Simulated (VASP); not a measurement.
These are PBE GGA, VASP's PBE PAW potentials (set 64) (plane waves; VASP) values and carry that method's errors.

The input files of a VASP run:

**INCAR**
```
SYSTEM = Ru
PREC = Accurate; ENCUT = 520; LREAL = .FALSE.
LASPH = .TRUE.; ICHARG = 11
EDIFF = 1E-7; NELM = 100; ALGO = Normal
LMAXMIX = 4
ISMEAR = 0; SIGMA = 0.05
GGA = PE
LWAVE = .FALSE.; LCHARG = .FALSE.; LORBIT = 11
```

**POSCAR**
```
Ru
1.0
  1.3610575531  -2.3574209918   0.0000000000
  1.3610575531   2.3574209918   0.0000000000
  0.0000000000   0.0000000000   4.2896584634
Ru
2
Cart
  1.3610575531   0.7858085689   1.0724146159
  1.3610575531  -0.7858085689   3.2172438476
```

KPOINTS:
```
k-points along high-symmetry lines
10
Line-mode
Reciprocal
  0.000000   0.000000   0.000000 ! GAMMA
 -0.000000   0.500000   0.000000 ! M

 -0.000000   0.500000   0.000000 ! M
 -0.333333   0.666667   0.000000 ! K

 -0.333333   0.666667   0.000000 ! K
  0.000000   0.000000   0.000000 ! GAMMA

  0.000000   0.000000   0.000000 ! GAMMA
  0.000000   0.000000   0.500000 ! A

  0.000000   0.000000   0.500000 ! A
 -0.000000   0.500000   0.500000 ! L

 -0.000000   0.500000   0.500000 ! L
 -0.333333   0.666667   0.500000 ! H

 -0.333333   0.666667   0.500000 ! H
  0.000000   0.000000   0.500000 ! A

 -0.000000   0.500000   0.500000 ! L
 -0.000000   0.500000   0.000000 ! M

 -0.333333   0.666667   0.500000 ! H
 -0.333333   0.666667   0.000000 ! K
```

POTCAR, in this order: Ru_pv (PBE.64 set). Program: vasp_std. Read from the step before: CHGCAR.

**Question.** What will the output report for the number of irreducible k-points (NKPTS), largest plane-wave count, number of space-group operations, FFT grid (NGX, NGY, NGZ)?

**Answer.** 
The number of irreducible k-points (NKPTS) is 90 and the largest plane-wave count is 759. The number of space-group operations comes out as 24 and the FFT grid (NGX, NGY, NGZ) comes out as 20 × 20 × 32.

The compound is Ru in the hcp structure. It was relaxed first.
